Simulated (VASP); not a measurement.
# Al3Si2F (Pmm2) in VASP: density of states with PBE

Aim: the density of states of Al3Si2F with PBE.

Program: VASP 6.6.1. These are calculated values, not measurements. Logs are shortened: lines on timing, memory, paths and dates and some standing lists are left out, and cuts for length are marked.

## 1. The structure

The structure is orthorhombic, space group Pmm2 (No. 25). Conventional cell: a = 2.820 Å, b = 4.415 Å, c = 7.713 Å, α = 90.00°, β = 90.00°, γ = 90.00°. Al (site symmetry mm2) has 4 Si at 2.66 Å and 3 Al at 2.68 to 2.82 Å as nearest neighbours. Around Al (site symmetry mm2) lie 2 F at 2.23 Å. Al (site symmetry mm2) has 1 F at 1.92 Å as nearest neighbours. Around Si (site symmetry mm2) lie 6 Al at 2.66 to 2.75 Å and 2 Si at 2.82 Å. Around Si (site symmetry mm2) lie 6 Al at 2.62 to 2.70 Å and 2 Si at 2.82 Å. F (site symmetry mm2) has 1 Al at 1.92 Å as nearest neighbours.

The cell was built by a generator and needn't be a form met in nature.

## 2. Density of states, PBE

The input, POSCAR:

```
Al3Si2F                                 
1.0
    2.8200633413      0.0000000000      0.0000000000
    0.0000000000      4.4146390590      0.0000000000
    0.0000000000      0.0000000000      7.7133821946
  Al              Si              F             
     3     2     1
Direct
     0.5000000000000000    0.5000000000000000    0.9240143357819129
     0.5000000000000000    0.5000000000000000    0.2715085989022372
     0.5000000000000000    0.0000000000000000    0.5590288576119419
     0.0000000000000000    0.0000000000000000    0.8647989017797644
     0.0000000000000000    0.5000000000000000    0.5705996475433760
     0.5000000000000000    0.0000000000000000    0.3101872483807618
```

The input, INCAR.step1:

```
SYSTEM = Al3Si2F
PREC     = Accurate       ! precision mode
ENCUT    = 520            ! plane-wave cutoff, eV
EDIFF    = 1E-7           ! SCF threshold, eV
ISMEAR   = 0              ! smearing method
SIGMA    = 0.1            ! smearing width, eV
LREAL    = .FALSE.        ! projectors in reciprocal space
LASPH    = .TRUE.         ! aspherical terms in the spheres
NELM     = 60             ! most SCF steps
ALGO     = Normal         ! electronic algorithm
ISIF     = 2              ! what is computed and relaxed
LWAVE    = .FALSE.        ! write WAVECAR
LCHARG   = .TRUE.         ! write CHGCAR
GGA      = PE             ! functional
NBANDS   = 21             ! bands
KPAR     = 4
```

The input, KPOINTS.step1:

```
regular mesh
0
G
  10 8 4
  0 0 0
```

The input, INCAR.step2:

```
SYSTEM = Al3Si2F
PREC     = Accurate       ! precision mode
ENCUT    = 520            ! plane-wave cutoff, eV
EDIFF    = 1E-7           ! SCF threshold, eV
ISMEAR   = -5             ! smearing method
SIGMA    = 0.1            ! smearing width, eV
LREAL    = .FALSE.        ! projectors in reciprocal space
LASPH    = .TRUE.         ! aspherical terms in the spheres
NELM     = 60             ! most SCF steps
ALGO     = Normal         ! electronic algorithm
ISIF     = 2              ! what is computed and relaxed
LWAVE    = .FALSE.        ! write WAVECAR
LCHARG   = .FALSE.        ! write CHGCAR
GGA      = PE             ! functional
LORBIT   = 11             ! projections on sites
NBANDS   = 21             ! bands
KPAR     = 4            
NEDOS    = 2001           ! points of the DOS
ICHARG   = 11             ! starting density
```

The input, KPOINTS.step2:

```
regular mesh
0
G
  15 12 6
  0 0 0
```

Potentials or basis: VASP PAW PBE potentials, release 64 (Al, Si, F).

Started as:

```sh
cat potpaw_PBE.64/Al/POTCAR potpaw_PBE.64/Si/POTCAR potpaw_PBE.64/F/POTCAR > POTCAR
cp INCAR.step1 INCAR
cp KPOINTS.step1 KPOINTS
mpirun -np 4 vasp_std > vasp.out
cp INCAR.step2 INCAR
cp KPOINTS.step2 KPOINTS
mpirun -np 4 vasp_std > vasp.out
```

OUTCAR:

```text
SYSTEM = Al3Si2F
   PREC = Accurate
   ENCUT = 520
   EDIFF = 1E-7
   ISMEAR = -5
   LREAL = .FALSE.
   LASPH = .TRUE.
   NELM = 60
   ISIF = 2
   GGA = PE
   LORBIT = 11
   ICHARG = 11

 ion  position               nearest neighbor table
   1  0.500  0.500  0.924-   4 2.66   4 2.66   4 2.66   4 2.66   2 2.68   5 3.07   5 3.07
   2  0.500  0.500  0.272-   6 2.23   6 2.23   1 2.68   5 2.70   5 2.70   3 3.13   3 3.13
   3  0.500  0.000  0.559-   6 1.92   5 2.62   5 2.62   5 2.62   5 2.62   4 2.75   4 2.75   2 3.13
                             2 3.13
   4  0.000  0.000  0.865-   1 2.66   1 2.66   1 2.66   1 2.66   3 2.75   3 2.75
   5  0.000  0.500  0.571-   3 2.62   3 2.62   3 2.62   3 2.62   2 2.70   2 2.70   1 3.07   1 3.07

   6  0.500  0.000  0.310-   3 1.92   2 2.23   2 2.23

  LATTYP: Found a simple orthorhombic cell.
 ALAT       =     2.8200633413
 B/A-ratio  =     1.5654396816
 C/A-ratio  =     2.7351804768

  Lattice vectors:

 A1 = (   2.8200633413,   0.0000000000,   0.0000000000)
 A2 = (   0.0000000000,   4.4146390590,   0.0000000000)
 A3 = (   0.0000000000,   0.0000000000,   7.7133821946)

Analysis of symmetry for initial positions (statically):
=====================================================================
 Subroutine PRICEL returns:
 Original cell was already a primitive cell.

 Routine SETGRP: Setting up the symmetry group for a
 simple orthorhombic supercell.

 Subroutine GETGRP returns: Found  4 space group operations
 (whereof  4 operations were pure point group operations)
 out of a pool of  8 trial point group operations.

The static configuration has the point symmetry C_2v.

Analysis of symmetry for dynamics (positions and initial velocities):
=====================================================================
 Subroutine PRICEL returns:
 Original cell was already a primitive cell.

 Routine SETGRP: Setting up the symmetry group for a
 simple orthorhombic supercell.

 Subroutine GETGRP returns: Found  4 space group operations
 (whereof  4 operations were pure point group operations)
 out of a pool of  8 trial point group operations.

The dynamic configuration has the point symmetry C_2v.

 Subroutine INISYM returns: Found  4 space group operations
 (whereof  4 operations are pure point group operations),
 and found     1 'primitive' translations

----------------------------------------------------------------------------------------

                                     Primitive cell

  volume of cell :      96.0282

  direct lattice vectors                    reciprocal lattice vectors
     2.820063341  0.000000000  0.000000000     0.354601964  0.000000000  0.000000000
     0.000000000  4.414639059  0.000000000     0.000000000  0.226519085  0.000000000
     0.000000000  0.000000000  7.713382195     0.000000000  0.000000000  0.129644814

  length of vectors
     2.820063341  4.414639059  7.713382195     0.354601964  0.226519085  0.129644814

  position of ions in fractional coordinates (direct lattice)
     0.500000000  0.500000000  0.924014336
     0.500000000  0.500000000  0.271508599
     0.500000000  0.000000000  0.559028858
     0.000000000  0.000000000  0.864798902
     0.000000000  0.500000000  0.570599648
     0.500000000  0.000000000  0.310187248

  ion indices of the primitive-cell ions
   primitive index   ion index
                 1           1
                 2           2
                 3           3
                 4           4
                 5           5
                 6           6

----------------------------------------------------------------------------------------

 KPOINTS: regular mesh

Automatic generation of k-mesh.
 Grid dimensions read from file:
 generate k-points for:   15   12    6

 Generating k-lattice:

  Cartesian coordinates                     Fractional coordinates (reciprocal lattice)
     0.023640131  0.000000000  0.000000000     0.066666667  0.000000000  0.000000000
     0.000000000  0.018876590  0.000000000     0.000000000  0.083333333  0.000000000
     0.000000000  0.000000000  0.021607469     0.000000000  0.000000000  0.166666667

  Length of vectors
     0.023640131  0.018876590  0.021607469

  Shift w.r.t. Gamma in fractional coordinates (k-lattice)
     0.000000000  0.000000000  0.000000000

 TETIRR: Found   3240 inequivalent tetrahedra from     6480

 Subroutine IBZKPT returns following result:
 ===========================================

 Found    224 irreducible k-points:

 Following reciprocal coordinates:
            Coordinates               Weight
  0.000000  0.000000  0.000000      1.000000
  0.066667  0.000000  0.000000      2.000000
  0.133333  0.000000  0.000000      2.000000
  0.200000  0.000000  0.000000      2.000000
  0.266667  0.000000  0.000000      2.000000
  0.333333  0.000000  0.000000      2.000000
[... 16 lines left out ...]
  0.400000  0.166667  0.000000      4.000000
  0.466667  0.166667  0.000000      4.000000
 [... further k-points ...]
   k-points           NKPTS =    224   k-points in BZ     NKDIM =    224   number of bands    NBANDS=     21
   number of dos      NEDOS =   2001   number of ions     NIONS =      6
   total plane-waves  NPLWV =  51840
   dimension x,y,z NGX =    24 NGY =   36 NGZ =   60
   dimension x,y,z NGXF=    48 NGYF=   72 NGZF=  120
   ions per type =               3   2   1
   NGX,Y,Z   is equivalent  to a cutoff of  14.15, 13.56, 12.93 a.u.
   NGXF,Y,Z  is equivalent  to a cutoff of  28.30, 27.11, 25.86 a.u.
 SYSTEM =  Al3Si2F
   PREC   = accura    normal or accurate (medium, high low for compatibility)
   ISTART =      0    job   : 0-new  1-cont  2-samecut
   ICHARG =     11    charge: 1-file 2-atom 10-const
   ISPIN  =      1    spin polarized calculation?
   LNONCOLLINEAR =      F non collinear calculations
   LSORBIT =      F    spin-orbit coupling
   LASPH  =      T    aspherical Exc in radial PAW
   ENCUT  =  520.0 eV  38.22 Ry    6.18 a.u.   5.24  8.21 14.34*2*pi/ulx,y,z
   NELM   =     60;   NELMIN=  2; NELMDL=  0     # of ELM steps
   EDIFF  = 0.1E-06   stopping-criterion for ELM
   LREAL  =      F    real-space projection
   EDIFFG = 0.1E-05   stopping-criterion for IOM
   NSW    =      0    number of steps for IOM
   IBRION =     -1    ionic relax: 0-MD 1-quasi-New 2-CG
   NFREE  =      0    steps in history (QN), initial steepest desc. (CG)
   ISIF   =      2    stress and relaxation
   ISYM   =      2    0-nonsym 1-usesym 2-fastsym
   POTIM  = 0.5000    time-step for ionic-motion
   TEBEG  =    0.0;   TEEND  =   0.0 temperature during run
   PSTRESS=    0.0 pullay stress
   NELECT =      24.0000    total number of electrons
   NUPDOWN=      -1.0000    fix difference up-down
   EMIN   =  10.00;   EMAX   =-10.00  energy-range for DOS
   EFERMI =   0.00;   METHOD = LEGACY
   ISMEAR =    -5;   SIGMA  =   0.10  broadening in eV -4-tet -1-fermi 0-gaus
   EFERMI_NEDOS =   21; number of points for ismear=-14 and -15
   IALGO  =     38    algorithm
   IMIX   =      4    mixing-type and parameters
     AMIX     =   0.40;   BMIX     =  1.00
     AMIX_MAG =   1.60;   BMIX_MAG =  1.00
  volume/ion in A,a.u.               =      16.00       108.01
  Fermi-wavevector in a.u.,A,eV,Ry     =   1.031206  1.948698 14.468254  1.063387
  Thomas-Fermi vector in A             =   2.165343
   LORBIT       =     11    0 simple, 1 ext, 2 COOP (PROOUT), +10 PAW based schemes
   GGA     = PE    functional components
   LHFCALC =     F    Hartree Fock is set to
   AEXX    =    0.0000 exact exchange contribution
   IVDW    =     0    specifies the selected vdW correction
   LEPSILON=     F    determine dielectric tensor
   LRPA    =     F    only Hartree local field effects (RPA)
 non-spin polarized calculation
 Fermi weights with tetrahedron method with Bloechl corrections
  energy-cutoff  :      520.00
  volume of cell :       96.03
 maximum number of plane-waves:      2611
 NGX is ok and might be reduce to    24

 number of electron      24.0000000 magnetization

 Free energy of the ion-electron system (eV)
  ---------------------------------------------------
  ext. energy  EPLUGINS =         0.00000000
  ---------------------------------------------------
  free energy    TOTEN  =       -26.09999876 eV

  energy without entropy =      -26.09999876  energy(sigma->0) =      -26.09999876

 E-fermi :   7.0585     XC(G=0): -10.0278

 val. band max:        7.1751447490   @ k =   0.3333   0.2500   0.0000
 cond. band min:       6.8712897918   @ k =   0.2000   0.1667   0.0000
 fundamental gap:     -0.3038549572
 Fermi energy:         7.0585242859

 k-point     1 :       0.0000    0.0000    0.0000
  band No.  band energies     occupation
      1     -18.2540      2.00000
      2      -4.9563      2.00000
      3      -2.8792      2.00000
      4      -0.8789      2.00000
      5      -0.4156      2.00000
      6       0.5811      2.00000
[... 13 lines left out ...]
     20      14.6221      0.00000
     21      14.7594      0.00000

 k-point     2 :       0.0667    0.0000    0.0000
  band No.  band energies     occupation
      1     -18.2447      2.00000
      2      -4.8774      2.00000
      3      -2.8048      2.00000
      4      -0.8548      2.00000
      5      -0.3786      2.00000
      6       0.6251      2.00000
[... 13 lines left out ...]
     20      14.6724      0.00000
     21      15.3578      0.00000
[... 487 lines left out ...]
      5      -0.1127      2.00000
      6       0.9642      2.00000
[... 13 lines left out ...]
     20      11.5411      0.00000
     21      11.9980      0.00000

 k-point    24 :       0.4667    0.1667    0.0000
  band No.  band energies     occupation
      1     -18.0324      2.00000
      2      -1.3126      2.00000
      3      -0.5580      2.00000
      4      -0.3846      2.00000
      5       0.0362      2.00000
      6       0.9078      2.00000
[... 13 lines left out ...]
     20      11.3396      0.00000
     21      11.7919      0.00000

 [... further k-points ...]

------------------------ aborting loop because EDIFF is reached ----------------------------------------

  FORCE on cell =-STRESS in cart. coord.  units (eV):
  Direction    XX          YY          ZZ          XY          YZ          ZX
  --------------------------------------------------------------------------------------
  -------------------------------------------------------------------------------------
  Total       -0.6914960      0.3113275      0.2497034      0.0000000      0.0000000      0.0000000
  in kB      -11.5372243      5.1943249      4.1661616      0.0000000      0.0000000      0.0000000
  external PRESSURE =      -0.7255793 kB  Pullay stress =       0.0000000 kB

 VOLUME and BASIS-vectors are now :
 -----------------------------------------------------------------------------
  energy-cutoff  :      520.00
  volume of cell :       96.03
      direct lattice vectors                 reciprocal lattice vectors
     2.820063341  0.000000000  0.000000000     0.354601964  0.000000000  0.000000000
     0.000000000  4.414639059  0.000000000     0.000000000  0.226519085  0.000000000
     0.000000000  0.000000000  7.713382195     0.000000000  0.000000000  0.129644814

 POSITION                                       TOTAL-FORCE (eV/Angst)
 -----------------------------------------------------------------------------------
      1.41003      2.20732      7.12728         0.000000      0.000000      0.050487
      1.41003      2.20732      2.09425         0.000000      0.000000     -0.040051
      1.41003      0.00000      4.31200         0.000000      0.000000     -0.016009
      0.00000      0.00000      6.67052         0.000000      0.000000      0.025768
      0.00000      2.20732      4.40125         0.000000      0.000000     -0.039000
      1.41003      0.00000      2.39259         0.000000      0.000000      0.018806
 -----------------------------------------------------------------------------------
    total drift:                                0.000000      0.000000     -0.005366

  FREE ENERGIE OF THE ION-ELECTRON SYSTEM (eV)
  ---------------------------------------------------
  free  energy   TOTEN  =       -26.0999987559 eV

  energy  without entropy=      -26.0999987559  energy(sigma->0) =      -26.09999876

 total charge

# of ion       s       p       d       tot
------------------------------------------
    1        0.432   0.325   0.000   0.757
    2        0.458   0.275   0.000   0.733
    3        0.401   0.339   0.000   0.740
    4        0.833   0.751   0.000   1.584
    5        0.803   0.812   0.000   1.615
    6        1.748   4.347   0.000   6.095
--------------------------------------------------
tot          4.675   6.849   0.000  11.524
```

Wall time 44 s (4 MPI ranks of Intel Xeon 6975P-C (Granite Rapids), shared host); peak memory 0.48 GiB.

Results:

| Property | Result |
| --- | --- |
| Valence electrons inside the program's atomic spheres | Al 0.76, 0.73, 0.74; Si 1.58, 1.61; F 6.09 |

Levels at points of the mesh, in eV from the Fermi level:
| k point | band 9 | band 10 | band 11 | band 12 | band 13 | band 14 | band 15 | band 16 |
| --- | --- | --- | --- | --- | --- | --- | --- | --- |
| (0.00, 0.00, 0.00) | -3.68 | -2.57 | -2.40 | -1.19 | 1.08 | 2.88 | 3.22 | 4.49 |
| (0.00, 0.50, 0.00) | -4.41 | -2.29 | -0.61 | 0.79 | 3.21 | 4.02 | 4.50 | 4.97 |
| (0.00, 0.00, 0.50) | -4.55 | -2.73 | -2.43 | -0.45 | 1.35 | 3.17 | 3.86 | 4.50 |
| (0.00, 0.50, 0.50) | -3.69 | -3.06 | -1.43 | 1.31 | 3.69 | 4.82 | 4.95 | 5.46 |

States per cell in windows of 1 eV (zero at the Fermi level; states under -8 eV left out):
```csv
from (eV),total,F6_p,Si4_p,Si5_p,Al2_p,Al1_p,Al3_p
-8.0,3.44,1.69,0.02,0.02,0.03,0.01,0.04
-7.0,2.11,0.75,0.05,0.04,0.01,0.01,0.02
-6.0,2.35,0.80,0.07,0.07,0.01,0.03,0.03
-5.0,1.97,0.19,0.11,0.12,0.02,0.05,0.04
-4.0,1.75,0.09,0.08,0.12,0.04,0.05,0.04
-3.0,1.93,0.08,0.10,0.13,0.04,0.05,0.04
-2.0,1.97,0.06,0.14,0.13,0.05,0.05,0.04
-1.0,2.15,0.05,0.15,0.12,0.05,0.07,0.04
0.0,2.05,0.04,0.15,0.09,0.06,0.06,0.05
1.0,2.19,0.03,0.16,0.10,0.07,0.05,0.05
2.0,2.31,0.04,0.10,0.11,0.09,0.07,0.06
3.0,2.84,0.06,0.14,0.14,0.12,0.10,0.08
4.0,2.82,0.07,0.16,0.17,0.11,0.10,0.08
5.0,2.73,0.07,0.16,0.14,0.10,0.09,0.08
6.0,1.75,0.04,0.08,0.08,0.07,0.06,0.06
7.0,0.98,0.01,0.04,0.03,0.04,0.04,0.04
```

Caveat: tetrahedron occupations give inexact forces and stress in metals.
